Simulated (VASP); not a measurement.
# LuAl3N4 (P1) in VASP: relaxation of cell and atoms with PBE

Aim: the relaxation of cell and atoms of LuAl3N4 with PBE.

Program: VASP 6.6.1. These are calculated values, not measurements. Logs are shortened: lines on timing, memory, paths and dates and some standing lists are left out, and cuts for length are marked.

## (1) Starting point

The typed cell holds 8 atoms: a = 3.147 Å, b = 3.143 Å, c = 10.643 Å, α = 88.69°, β = 90.86°, γ = 119.61°.

The cell was built by a generator and needn't be a form met in nature.

## (2) Relaxation of cell and atoms, PBE

INCAR reads:

```
PREC = Normal
ENCUT = 520
EDIFF = 1E-5
ISMEAR = 0
SIGMA = 0.05
LREAL = Auto
LASPH = T
NELM = 80
ALGO = Fast
ISIF = 3
LWAVE = F
LCHARG = F
GGA = PE
IBRION = 2
NSW = 110
EDIFFG = -0.03
ISYM = 0
```

KPOINTS reads:

```
Automatic mesh
0
Gamma
  6 6 2
```

POSCAR reads:

```
LuAl3N4
1.0
    3.1464080500      0.0117499300     -0.0241481600
   -1.5630287800      2.7267069100      0.0366525700
   -0.0791843800      0.0930636600     10.6426298800
Lu Al N
1 3 4
Direct
    0.9723707700      0.9737837400      0.9037672200
    0.3296464000      0.6674933900      0.6507031900
    0.3724690800      0.6708552900      0.1761313000
    0.6764342600      0.3610061000      0.4261703200
    0.3747225100      0.6628681300      0.4733087200
    0.3193666000      0.6400675500      0.9990593900
    0.6918763300      0.3106078100      0.2366245900
    0.6707405700      0.3402614500      0.7141487300
```

Potentials or basis: VASP PAW PBE potentials, release 64 (Lu, Al, N).

Run with:

```
$ cat potpaw_PBE.64/Lu/POTCAR potpaw_PBE.64/Al/POTCAR potpaw_PBE.64/N/POTCAR > POTCAR
$ mpirun -np 1 vasp_std > vasp.out
```

OUTCAR:

```text
PREC = Normal
   ENCUT = 520
   EDIFF = 1E-5
   ISMEAR = 0
   LREAL = Auto
   LASPH = T
   NELM = 80
   ISIF = 3
   GGA = PE
   IBRION = 2
   NSW = 110
   EDIFFG = -0.03
   ISYM = 0

 ion  position               nearest neighbor table
   1  0.972  0.974  0.904-   6 2.06   6 2.09   6 2.10   8 2.68   8 2.69   8 2.78   2 3.21   2 3.27
                             2 3.27   3 3.34   3 3.44   3 3.50
   2  0.330  0.667  0.651-   5 1.90   8 1.92   8 1.93   8 1.97   4 2.98   4 3.01   4 3.02   1 3.21
                             1 3.27   1 3.27
   3  0.372  0.671  0.176-   7 1.87   6 1.89   7 1.94   7 1.97   4 3.11   4 3.28   4 3.29   1 3.34
                             1 3.44   1 3.50
   4  0.676  0.361  0.426-   5 1.73   5 1.97   5 1.98   7 2.03   2 2.98   2 3.01   2 3.02   3 3.11
                             3 3.28   3 3.29
   5  0.375  0.663  0.473-   4 1.73   2 1.90   4 1.97   4 1.98
   6  0.319  0.640  0.999-   3 1.89   1 2.06   1 2.09   1 2.10
   7  0.692  0.311  0.237-   3 1.87   3 1.94   3 1.97   4 2.03
   8  0.671  0.340  0.714-   2 1.92   2 1.93   2 1.97   1 2.68   1 2.69   1 2.78

IMPORTANT INFORMATION: All symmetrisations will be switched off!
NOSYMM: (Re-)initialisation of all symmetry stuff for point group C_1.

----------------------------------------------------------------------------------------

                                     Primitive cell

  volume of cell :      91.4897

  direct lattice vectors                    reciprocal lattice vectors
     3.146408050  0.011749930 -0.024148160     0.317149768  0.181789245  0.000770048
    -1.563028780  2.726706910  0.036652570    -0.001391387  0.365988328 -0.003210709
    -0.079184380  0.093063660 10.642629880     0.000724406 -0.000847961  0.093974543

  length of vectors
     3.146522654  3.143140619 10.643331329     0.365556970  0.366005056  0.093981160

  position of ions in fractional coordinates (direct lattice)
     0.972370770  0.973783740  0.903767220
     0.329646400  0.667493390  0.650703190
     0.372469080  0.670855290  0.176131300
     0.676434260  0.361006100  0.426170320
     0.374722510  0.662868130  0.473308720
     0.319366600  0.640067550  0.999059390
     0.691876330  0.310607810  0.236624590
     0.670740570  0.340261450  0.714148730

  ion indices of the primitive-cell ions
   primitive index   ion index
                 1           1
                 2           2
                 3           3
                 4           4
                 5           5
                 6           6
                 7           7
                 8           8

----------------------------------------------------------------------------------------

 KPOINTS: Automatic mesh

Automatic generation of k-mesh.
 Grid dimensions read from file:
 generate k-points for:    6    6    2

 Generating k-lattice:

  Cartesian coordinates                     Fractional coordinates (reciprocal lattice)
     0.052858295  0.030298208  0.000128341     0.166666667  0.000000000  0.000000000
    -0.000231898  0.060998055 -0.000535118     0.000000000  0.166666667  0.000000000
     0.000362203 -0.000423981  0.046987271     0.000000000 -0.000000000  0.500000000

  Length of vectors
     0.060926162  0.061000843  0.046990580

  Shift w.r.t. Gamma in fractional coordinates (k-lattice)
     0.000000000  0.000000000  0.000000000

 Subroutine IBZKPT returns following result:
 ===========================================

 Found     40 irreducible k-points:

 Following reciprocal coordinates:
            Coordinates               Weight
  0.000000  0.000000  0.000000      1.000000
  0.166667  0.000000 -0.000000      2.000000
  0.333333  0.000000  0.000000      2.000000
  0.500000  0.000000 -0.000000      1.000000
 -0.000000  0.166667 -0.000000      2.000000
  0.166667  0.166667 -0.000000      2.000000
[... 16 lines left out ...]
  0.333333 -0.000000  0.500000      2.000000
  0.500000  0.000000  0.500000      1.000000
 [... further k-points ...]
   k-points           NKPTS =     40   k-points in BZ     NKDIM =     40   number of bands    NBANDS=     32
   number of dos      NEDOS =    301   number of ions     NIONS =      8
   total plane-waves  NPLWV =  19440
   dimension x,y,z NGX =    18 NGY =   18 NGZ =   60
   dimension x,y,z NGXF=    36 NGYF=   36 NGZF=  120
   ions per type =               1   3   4
   NGX,Y,Z   is equivalent  to a cutoff of   9.51,  9.52,  9.37 a.u.
   NGXF,Y,Z  is equivalent  to a cutoff of  19.02, 19.04, 18.74 a.u.
 SYSTEM =  unknown system
   PREC   = normal    normal or accurate (medium, high low for compatibility)
   ISTART =      0    job   : 0-new  1-cont  2-samecut
   ICHARG =      2    charge: 1-file 2-atom 10-const
   ISPIN  =      1    spin polarized calculation?
   LNONCOLLINEAR =      F non collinear calculations
   LSORBIT =      F    spin-orbit coupling
   LASPH  =      T    aspherical Exc in radial PAW
   ENCUT  =  520.0 eV  38.22 Ry    6.18 a.u.   5.85  5.84 19.79*2*pi/ulx,y,z
   NELM   =     80;   NELMIN=  2; NELMDL= -5     # of ELM steps
   EDIFF  = 0.1E-04   stopping-criterion for ELM
   LREAL  =      T    real-space projection
   EDIFFG = -.3E-01   stopping-criterion for IOM
   NSW    =    110    number of steps for IOM
   IBRION =      2    ionic relax: 0-MD 1-quasi-New 2-CG
   NFREE  =      1    steps in history (QN), initial steepest desc. (CG)
   ISIF   =      3    stress and relaxation
   ISYM   =      0    0-nonsym 1-usesym 2-fastsym
   POTIM  = 0.5000    time-step for ionic-motion
   TEBEG  =    0.0;   TEEND  =   0.0 temperature during run
   PSTRESS=    0.0 pullay stress
   NELECT =      54.0000    total number of electrons
   NUPDOWN=      -1.0000    fix difference up-down
   EMIN   =  10.00;   EMAX   =-10.00  energy-range for DOS
   EFERMI =   0.00;   METHOD = LEGACY
   ISMEAR =     0;   SIGMA  =   0.05  broadening in eV -4-tet -1-fermi 0-gaus
   EFERMI_NEDOS =   21; number of points for ismear=-14 and -15
   IALGO  =     68    algorithm
   IMIX   =      4    mixing-type and parameters
     AMIX     =   0.40;   BMIX     =  1.00
     AMIX_MAG =   1.60;   BMIX_MAG =  1.00
  volume/ion in A,a.u.               =      11.44        77.18
  Fermi-wavevector in a.u.,A,eV,Ry     =   1.373247  2.595061 25.657978  1.885808
  Thomas-Fermi vector in A             =   2.498781
   LORBIT       =      0    0 simple, 1 ext, 2 COOP (PROOUT), +10 PAW based schemes
   GGA     = PE    functional components
   LHFCALC =     F    Hartree Fock is set to
   AEXX    =    0.0000 exact exchange contribution
   IVDW    =     0    specifies the selected vdW correction
   LEPSILON=     F    determine dielectric tensor
   LRPA    =     F    only Hartree local field effects (RPA)
 conjugate gradient relaxation of ions
 non-spin polarized calculation
 RMM-DIIS sequential band-by-band and
 Gauss-broadening in eV      SIGMA  =   0.05
  energy-cutoff  :      520.00
  volume of cell :       91.49
 maximum number of plane-waves:      2480
   NGX = 11   NGY = 11   NGZ = 39

--------------------------------------- Ionic step        1  -------------------------------------------

 number of electron      54.0000004 magnetization

 Free energy of the ion-electron system (eV)
  ---------------------------------------------------
  ext. energy  EPLUGINS =         0.00000000
  ---------------------------------------------------
  free energy    TOTEN  =       -59.03449966 eV

  energy without entropy =      -59.03449966  energy(sigma->0) =      -59.03449966

------------------------ aborting loop because EDIFF is reached ----------------------------------------

  FORCE on cell =-STRESS in cart. coord.  units (eV):
  Direction    XX          YY          ZZ          XY          YZ          ZX
  --------------------------------------------------------------------------------------
  -------------------------------------------------------------------------------------
  Total        6.2518733      3.6771186     -2.8746285     -1.9888697     -0.4799263     -0.4355908
  in kB      109.4835271     64.3941257    -50.3408270    -34.8293162     -8.4045247     -7.6281162
  external PRESSURE =      41.1789419 kB  Pullay stress =       0.0000000 kB
[... 107 lines left out ...]
  FREE ENERGIE OF THE ION-ELECTRON SYSTEM (eV)
  ---------------------------------------------------
  free  energy   TOTEN  =       -59.6271156412 eV

  energy  without entropy=      -59.6271156412  energy(sigma->0) =      -59.62711564

[... ionic steps 4 to 30 ...]

--------------------------------------- Ionic step       31  -------------------------------------------

 number of electron      53.9999993 magnetization

------------------------ aborting loop because EDIFF is reached ----------------------------------------

  FORCE on cell =-STRESS in cart. coord.  units (eV):
  Direction    XX          YY          ZZ          XY          YZ          ZX
  --------------------------------------------------------------------------------------
  -------------------------------------------------------------------------------------
  Total       -0.0403611     -0.0492411      0.0425353     -0.0193747      0.0044152     -0.0071254
  in kB       -0.6919437     -0.8441798      0.7292171     -0.3321555      0.0756937     -0.1221572
  external PRESSURE =      -0.2689688 kB  Pullay stress =       0.0000000 kB
[... 69 lines left out ...]
  energy  without entropy=      -59.7156226134  energy(sigma->0) =      -59.71562261

--------------------------------------- Ionic step       33  -------------------------------------------

 number of electron      53.9999993 magnetization

 Free energy of the ion-electron system (eV)
  ---------------------------------------------------
  ext. energy  EPLUGINS =         0.00000000
  ---------------------------------------------------
  free energy    TOTEN  =       -59.71568517 eV

  energy without entropy =      -59.71568517  energy(sigma->0) =      -59.71568517

 E-fermi :   5.2217     XC(G=0): -11.1518

 val. band max:        5.0084913371   @ k =   0.5000   0.0000   0.5000
 cond. band min:       7.8306280657   @ k =   0.5000   0.0000   0.5000
 fundamental gap:      2.8221367286
 Fermi energy:         5.2217197214

 k-point     1 :       0.0000    0.0000    0.0000
  band No.  band energies     occupation
      1     -48.5260      2.00000
      2     -19.5548      2.00000
      3     -18.9495      2.00000
      4     -18.9454      2.00000
      5     -10.1408      2.00000
      6      -9.2513      2.00000
[... 829 lines left out ...]
     31      10.8121      0.00000
     32      11.7372      0.00000

 [... further k-points ...]

------------------------ aborting loop because EDIFF is reached ----------------------------------------

  FORCE on cell =-STRESS in cart. coord.  units (eV):
  Direction    XX          YY          ZZ          XY          YZ          ZX
  --------------------------------------------------------------------------------------
  -------------------------------------------------------------------------------------
  Total       -0.1479429     -0.1500142     -0.1741229     -0.0168616      0.0082464     -0.0014405
  in kB       -2.5357122     -2.5712139     -2.9844317     -0.2890052      0.1413423     -0.0246899
  external PRESSURE =      -2.6971193 kB  Pullay stress =       0.0000000 kB
[... 23 lines left out ...]
  FREE ENERGIE OF THE ION-ELECTRON SYSTEM (eV)
  ---------------------------------------------------
  free  energy   TOTEN  =       -59.7156851721 eV

  energy  without entropy=      -59.7156851721  energy(sigma->0) =      -59.71568517

 reached required accuracy - stopping structural energy minimisation
```

Run time: 28 min. Hardware: 1 thread of Intel Xeon Platinum 8488C (Sapphire Rapids), shared host; peak memory 0.22 GiB.

Results:

```yaml
Free_energy: -59.7157 eV
Relaxed_volume: 11.68 Å³/atom
Relaxed_cell: a = 3.205 Å, b = 3.203 Å, c = 10.511 Å, α = 90.03°, β = 90.01°, γ = 119.99°
Space_group_after_relaxing_to_0.05_Å: P3m1 (No. 156)
Energy_gained_by_relaxing: 85.1 meV/atom
Ionic_steps: 33
Pressure_after_relaxing: -0.3 GPa
Largest_force_after_relaxing: 0.018 eV/Å
Band_gap_on_the_k_mesh: 2.82 eV, direct
```

Forces on the atoms (eV/Å):
```
Lu   0.001  0.000 -0.001
Al   0.003 -0.006 -0.008
Al   0.006  0.000  0.005
Al  -0.012  0.000 -0.002
N   -0.002 -0.001  0.013
N    0.002  0.014 -0.012
N    0.002  0.001  0.006
N    0.001 -0.008 -0.001
```

The path:
| step | energy change (eV) | largest force (eV/Å) | pressure (GPa) | volume (Å³) |
| --- | --- | --- | --- | --- |
| 1 | 0.0000 | 4.8668 | 4.12 | 91.49 |
| 2 | -0.3019 | 2.2244 | -1.31 | 95.35 |
| 3 | -0.5926 | 0.6260 | -1.60 | 93.54 |
| 4 | -0.5925 | 0.5852 | 0.20 | 93.50 |
| 5 | -0.6420 | 0.3755 | -0.29 | 93.78 |
| 6 | -0.6423 | 0.3795 | -0.56 | 93.81 |
| 7 | -0.6588 | 0.2736 | -0.67 | 93.39 |
| 8 | -0.6588 | 0.2948 | 0.17 | 93.31 |
| 9 | -0.6590 | 0.2850 | 0.34 | 93.34 |
| 10 | -0.6660 | 0.1476 | -0.09 | 93.47 |
| 11 | -0.6664 | 0.2096 | 0.02 | 93.50 |
| 12 | -0.6713 | 0.1379 | -0.27 | 93.60 |
| 13 | -0.6714 | 0.1470 | -0.18 | 93.60 |
| 14 | -0.6747 | 0.0850 | -0.07 | 93.48 |
| 15 | -0.6760 | 0.1755 | 0.36 | 93.33 |
| 16 | -0.6779 | 0.1179 | -0.10 | 93.41 |
| 17 | -0.6792 | 0.1092 | -0.32 | 93.53 |
| 18 | -0.6801 | 0.0760 | -0.03 | 93.37 |
| 19 | -0.6801 | 0.0998 | 0.31 | 93.29 |
| 20 | -0.6802 | 0.0850 | 0.03 | 93.31 |
| 21 | -0.6802 | 0.0952 | 0.27 | 93.30 |
| 22 | -0.6802 | 0.0867 | 0.09 | 93.30 |
| 23 | -0.6806 | 0.0415 | 0.25 | 93.31 |
| 24 | -0.6807 | 0.0478 | 0.13 | 93.31 |
| 25 | -0.6810 | 0.0353 | 0.02 | 93.40 |
| 26 | -0.6810 | 0.0338 | 0.09 | 93.44 |
| 27 | -0.6809 | 0.0479 | -0.25 | 93.52 |
| 28 | -0.6810 | 0.0477 | -0.27 | 93.46 |
| 29 | -0.6810 | 0.0508 | -0.21 | 93.45 |
| 30 | -0.6810 | 0.0560 | -0.09 | 93.44 |
| 31 | -0.6811 | 0.0386 | -0.03 | 93.46 |
| 32 | -0.6811 | 0.0364 | 0.03 | 93.45 |
| 33 | -0.6812 | 0.0185 | -0.27 | 93.48 |

Final structure:
```
CELL_PARAMETERS angstrom
3.20544 0.00076 0.00020
-1.60212 2.77408 -0.00124
-0.00199 -0.00278 10.51085
ATOMIC_POSITIONS crystal
Lu 0.00637 0.99164 0.90148
Al 0.34393 0.66393 0.65343
Al 0.34200 0.66081 0.17744
Al 0.67751 0.32954 0.41574
N 0.34410 0.66305 0.47505
N 0.34049 0.65916 0.99969
N 0.67579 0.32796 0.23711
N 0.67744 0.33085 0.71998
```

Levels at points of the mesh, in eV from the valence-band top:
```tsv
k point	band 23	band 24	band 25	band 26	band 27	band 28	band 29	band 30	band 31	band 32
(0.00, 0.00, 0.00)	-0.52	-0.52	-0.51	-0.19	-0.19	3.01	4.36	5.46	6.05	6.07
(0.50, 0.00, 0.00)	-1.97	-1.23	-1.20	-1.13	-0.03	2.99	4.30	4.84	6.19	6.80
(0.00, 0.50, 0.00)	-1.98	-1.25	-1.21	-1.15	-0.04	3.00	4.31	4.84	6.20	6.87
(0.50, 0.50, 0.00)	-1.98	-1.23	-1.20	-1.14	-0.03	2.99	4.31	4.84	6.19	6.82
(0.00, 0.00, 0.50)	-1.19	-0.49	-0.48	-0.22	-0.21	3.27	4.53	5.02	6.06	6.07
(0.50, 0.00, 0.50)	-1.69	-1.50	-1.27	-0.95	0.00	2.82	4.49	4.99	5.80	6.73
(0.00, 0.50, 0.50)	-1.69	-1.51	-1.28	-0.97	-0.01	2.83	4.50	4.98	5.80	6.76
(0.50, 0.50, 0.50)	-1.69	-1.51	-1.27	-0.96	-0.01	2.83	4.50	4.98	5.80	6.74
```

Caveat: spin-orbit coupling is left out, which moves the levels of the heavy elements. A k mesh can miss the band edges.
